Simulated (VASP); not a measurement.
Data:

```
CELL_PARAMETERS angstrom
      4.42330     0.00000     0.00000
      0.00000     4.42330     0.00000
      0.00000     0.00000     4.42330
ATOMIC_POSITIONS crystal
  Mn 0.86232 0.63768 0.36232
  Mn 0.36232 0.86232 0.63768
  Mn 0.13768 0.13768 0.13768
  Mn 0.63768 0.36232 0.86232
  Si 0.15443 0.34557 0.65443
  Si 0.65443 0.15443 0.34557
  Si 0.84557 0.84557 0.84557
  Si 0.34557 0.65443 0.15443
```
Starting moments (μB, in the order of the record's atoms Mn Mn Mn Mn Si Si Si Si): 0.6 0.6 0.6 0.6 0.0 0.0 0.0 0.0.

The numbers are results of LDA (Ceperley-Alder, Perdew-Zunger), VASP's LDA PAW potentials (set 64) (plane waves; VASP 6.6.1), not measurements. Settings: 400 eV cut-off, Gaussian smearing of 0.050 eV, potentials Mn_pv Si.

The moments were started parallel, and other spin orders were not tried in this run.

Give the spin-up energies of bands 27 to 40 at the high-symmetry points, in eV from the Fermi level.

```tsv
band	Γ	X	M	R	X1
27	-2.43	-2.34	-1.59	-2.56	-2.34
28	-2.43	-2.34	-1.59	-2.56	-2.34
29	-1.81	-1.72	-1.24	-0.64	-1.72
30	-1.81	-1.72	-1.24	-0.64	-1.72
31	-1.81	-1.04	-1.08	-0.64	-1.04
32	0.01	-1.04	-1.08	-0.64	-1.04
33	0.01	-0.21	-0.79	-0.35	-0.21
34	0.01	-0.21	-0.79	-0.35	-0.21
35	0.14	0.29	-0.18	-0.35	0.29
36	0.14	0.29	-0.18	-0.35	0.29
37	1.17	0.60	1.11	0.92	0.60
38	1.17	0.60	1.11	0.92	0.60
39	1.17	2.25	1.70	0.92	2.25
40	3.56	2.25	1.70	0.92	2.25
```

Give the spin-down energies of bands 27 to 40 at the high-symmetry points, in eV from the Fermi level.

```json
[
 {"band": "27", "Γ": "-2.14", "X": "-2.08", "M": "-1.25", "R": "-2.22", "X1": "-2.08"},
 {"band": "28", "Γ": "-2.14", "X": "-2.08", "M": "-1.25", "R": "-2.22", "X1": "-2.08"},
 {"band": "29", "Γ": "-1.57", "X": "-1.42", "M": "-0.86", "R": "-0.20", "X1": "-1.42"},
 {"band": "30", "Γ": "-1.57", "X": "-1.42", "M": "-0.86", "R": "-0.20", "X1": "-1.42"},
 {"band": "31", "Γ": "-1.57", "X": "-0.67", "M": "-0.74", "R": "-0.20", "X1": "-0.67"},
 {"band": "32", "Γ": "0.44", "X": "-0.67", "M": "-0.74", "R": "-0.20", "X1": "-0.67"},
 {"band": "33", "Γ": "0.44", "X": "0.30", "M": "-0.45", "R": "0.04", "X1": "0.30"},
 {"band": "34", "Γ": "0.44", "X": "0.30", "M": "-0.45", "R": "0.04", "X1": "0.30"},
 {"band": "35", "Γ": "0.69", "X": "0.73", "M": "0.31", "R": "0.04", "X1": "0.73"},
 {"band": "36", "Γ": "0.69", "X": "0.73", "M": "0.31", "R": "0.04", "X1": "0.73"},
 {"band": "37", "Γ": "1.54", "X": "0.96", "M": "1.44", "R": "1.25", "X1": "0.96"},
 {"band": "38", "Γ": "1.54", "X": "0.96", "M": "1.44", "R": "1.25", "X1": "0.96"},
 {"band": "39", "Γ": "1.54", "X": "2.55", "M": "2.04", "R": "1.25", "X1": "2.55"},
 {"band": "40", "Γ": "3.78", "X": "2.55", "M": "2.04", "R": "1.25", "X1": "2.55"}
]
```

It has no gap at this level: it comes out as a metal or semimetal.

The compound is MnSi in the B20 structure. It was relaxed first, which changed the volume by -9 %.
